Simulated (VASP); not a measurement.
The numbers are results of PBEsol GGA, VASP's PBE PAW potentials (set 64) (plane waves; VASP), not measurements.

The input files of a VASP run:

INCAR:
```
! general
SYSTEM  = PbSe
PREC    = Accurate
ENCUT   = 400   ! plane-wave cut-off (eV)
LREAL   = F   ! projection in real space or not
LASPH   = T   ! aspherical one-centre terms

! electronic loop
EDIFF   = 1E-7
NELM    = 100
ALGO    = Normal   ! blocked Davidson
LMAXMIX = 4

! smearing
ISMEAR  = -5   ! tetrahedra, Bloechl

! functional
GGA     = PS

! ions
ISIF    = 2   ! forces and stress, cell fixed

! output
LWAVE   = F
LCHARG  = T
LORBIT  = 11   ! lm-projected
NEDOS   = 601
```

### POSCAR
```
PbSe
6.0998770
  0.0000000000   0.5000000314   0.5000000314
  0.5000000314   0.0000000000   0.5000000314
  0.5000000314   0.5000000314   0.0000000000
Pb Se
1 1
Direct
  0.0000000000   0.0000000000   0.0000000000
  0.5000000000   0.5000000000   0.5000000000
```

File KPOINTS:
```
K-points
0
gamma
  8 8 8
```

POTCAR, in this order: Pb_d Se (PBE.64 set). Program: vasp_std.

Output

OSZICAR:
```
       N       E                     dE             d eps       ncg     rms          rms(c)
DAV:   1     0.140021049601E+03    0.14002E+03   -0.84196E+03   820   0.120E+03
DAV:   2     0.103883011911E+01   -0.13898E+03   -0.13641E+03   854   0.317E+02
DAV:   3    -0.896403015819E+01   -0.10003E+02   -0.99561E+01  1082   0.933E+01
DAV:   4    -0.916914499587E+01   -0.20511E+00   -0.20504E+00   884   0.162E+01
DAV:   5    -0.917657067728E+01   -0.74257E-02   -0.74256E-02  1062   0.292E+00    0.269E+00
DAV:   6    -0.892399183467E+01    0.25258E+00   -0.66405E-01  1188   0.698E+00    0.153E+00
DAV:   7    -0.891672924589E+01    0.72626E-02   -0.10636E-01   906   0.192E+00    0.804E-01
DAV:   8    -0.891739711116E+01   -0.66787E-03   -0.10518E-02   956   0.134E+00    0.120E-01
DAV:   9    -0.891706988371E+01    0.32723E-03   -0.21258E-03  1200   0.517E-01    0.451E-02
DAV:  10    -0.891709829566E+01   -0.28412E-04   -0.13598E-04   866   0.837E-02    0.160E-02
DAV:  11    -0.891709665422E+01    0.16414E-05   -0.33286E-05  1156   0.689E-02    0.421E-03
DAV:  12    -0.891709672693E+01   -0.72718E-07   -0.22696E-06  1010   0.172E-02    0.152E-03
DAV:  13    -0.891709670330E+01    0.23634E-07   -0.74188E-08   574   0.432E-03
   1 F= -.89170967E+01 E0= -.89170967E+01  d E =0.000000E+00
```

**OUTCAR**
```
------------------------ aborting loop because EDIFF is reached ----------------------------------------
  FORCE on cell =-STRESS in cart. coord.  units (eV):
  Direction    XX          YY          ZZ          XY          YZ          ZX
  --------------------------------------------------------------------------------------
  Total        0.0199158      0.0199158      0.0199158      0.0000000      0.0000000     -0.0000000
  in kB        0.5623469      0.5623469      0.5623469      0.0000000      0.0000000     -0.0000000
  external PRESSURE =       0.5623469 kB  Pullay stress =       0.0000000 kB
  volume of cell :       56.74
      direct lattice vectors                 reciprocal lattice vectors
     0.000000000  3.049938691  3.049938691    -0.163937722  0.163937722  0.163937722
     3.049938691  0.000000000  3.049938691     0.163937722 -0.163937722  0.163937722
     3.049938691  3.049938691  0.000000000     0.163937722  0.163937722 -0.163937722
  FREE ENERGIE OF THE ION-ELECTRON SYSTEM (eV)
  ---------------------------------------------------
  free  energy   TOTEN  =        -8.9170967033 eV

  energy  without entropy=       -8.9170967033  energy(sigma->0) =       -8.91709670

 total charge

# of ion       s       p       d       tot
------------------------------------------
    1        1.463   0.548   9.839  11.850
    2        1.470   2.317   0.018   3.805
--------------------------------------------------
tot          2.933   2.865   9.857  15.655
```
(Selected blocks of OUTCAR.)

The compound is PbSe in the rock salt structure. It was relaxed first.
